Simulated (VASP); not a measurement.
Energy against volume of CdS (zinc blende). Computed with r2SCAN+rVV10, VASP's PBE PAW potentials (set 64) (plane waves; VASP). Settings: 520 eV cut-off, 8×8×8 Γ-centred mesh, Gaussian smearing of 0.050 eV, potentials Cd S.

```tsv
V (Å³/atom)	E (eV/atom)
24.430	-14.55441
25.186	-14.55926
25.942	-14.55517
26.697	-14.54349
```

Q: Fit these four points and predict the energy of the run at 23.675 Å³/atom.

A: A cubic in V^(−2/3), the third-order Birch-Murnaghan form, passes through the four points with V0 = 25.20 Å³/atom and B0 = 63 GPa, and gives -14.5391 eV/atom there. The run gave -14.5390 eV/atom, +0.1 meV/atom from the fit; all five points give B0 = 63 GPa.

The compound is CdS in the zinc blende structure, a metastable form; wurtzite is the usual one. It was relaxed first.
